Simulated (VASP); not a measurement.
Input of a VASP 6.6.1 run:

File run.py:

```python
from ase.calculators.vasp import Vasp
from ase.dft.bandgap import bandgap
from ase.io import read

atoms = read('POSCAR')
calc = Vasp(
    directory='calc',
    xc='pbe',
    pp='PBE',
    setups='recommended',
    prec='Accurate',
    encut=520,
    ediff=1e-07,
    ismear=0,
    sigma=0.01,
    lreal=False,
    lasph=True,
    nelm=80,
    algo='Normal',
    isif=2,
    lwave=False,
    lcharg=True,
    lorbit=11,
    lsorbit=True,
    gga_compat=False,
    lmaxmix=4,
    ivdw=3,
    kpts=[7, 7, 4],
    gamma=True,
    nbands=49,
)
atoms.calc = calc

print('energy (eV):', atoms.get_potential_energy())
print('free energy (eV):', atoms.get_potential_energy(force_consistent=True))
efermi = calc.get_fermi_level()
print('Fermi level (eV):', efermi)
path = atoms.cell.bandpath(npoints=60, eps=1e-4)
print('path:', path.path)
calc.set(kpts=path.kpts, reciprocal=True, icharg=11, isym=0, lcharg=False)
calc.calculate(atoms)
print('gap on the path (eV):', bandgap(calc, efermi=efermi)[0])
print('direct gap on the path (eV):', bandgap(calc, efermi=efermi, direct=True)[0])
```

Contents of POSCAR:

```
GeAu2
1.0
    3.2151856648      0.0000000000      0.0000000000
   -1.6075928324      2.7844324641      0.0000000000
    0.0000000000      0.0000000000      5.8783712660
Ge Au
1 2
Direct
    0.0000000000      0.0000000000      0.0000000000
    0.3333333300      0.6666666700      0.2500000000
    0.6666666700      0.3333333300      0.7500000000
```

Potentials or basis: VASP PAW PBE potentials, release 64 (Ge_d, Au).

The run is started by

```bash
$ python run.py
```

**Question.** Estimate the dispersion energy per atom.

**Answer.** -0.087 eV.

Caveat: the log is that of the step along the path at fixed density, whose energy, stress, charges and moments have no meaning.
